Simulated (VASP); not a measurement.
LiPb:

```
Li Pb
1.0
     3.52200    0.00000    0.00000
     0.00000    3.52200    0.00000
     0.00000    0.00000    3.52200
Li Pb
1 1
Cartesian
  1.7610 1.7610 1.7610
  0.0000 0.0000 0.0000
```

* Program: VASP 6.6.1
* Task: relaxation of cell and atoms
* Functional: LDA
* Potentials or basis: VASP PAW LDA potentials, release 64 (Li_sv, Pb_d)
* Cutoff: 600 eV
* k mesh: 12 × 12 × 12
* Occupations: gaussian, width 0.1 eV
* Spin: no spin polarisation

At the start: pressure -1.7 GPa; volume 21.84 Å³/atom.

Question: How do energy, volume and symmetry change on relaxing?

Answer: Over 9 steps the energy falls by 6.1 meV/atom and the volume is 20.81 Å³/atom (-4.7 %); space group Pm-3m (No. 221, to 0.05 Å).

Step by step:
| step | energy change (eV) | largest force (eV/Å) | pressure (GPa) | volume (Å³) |
| --- | --- | --- | --- | --- |
| 1 | 0.0000 | 0.0000 | -1.72 | 43.69 |
| 2 | -0.0111 | 0.0000 | -0.59 | 42.22 |
| 3 | -0.0122 | 0.0000 | -0.07 | 41.68 |
| 4 | -0.0122 | 0.0000 | -0.08 | 41.61 |
| 5 | -0.0122 | 0.0000 | 0.13 | 41.46 |
| 6 | -0.0122 | 0.0000 | 0.04 | 41.55 |
| 7 | -0.0122 | 0.0000 | 0.04 | 41.59 |
| 8 | -0.0122 | 0.0000 | -0.10 | 41.70 |
| 9 | -0.0122 | 0.0000 | -0.03 | 41.62 |

Final structure:
```xyz
2
Lattice="3.4656 0.0000 0.0000 0.0000 3.4656 0.0000 0.0000 0.0000 3.4656" Properties=species:S:1:pos:R:3 pbc="T T T"
Li    1.7328    1.7328    1.7328
Pb    0.0000    3.4656    0.0000
```

Caveat: the cutoff is under 1.25 times the usual one of these potentials, so pressure, stress and relaxed cells hold a basis-set (Pulay) error.
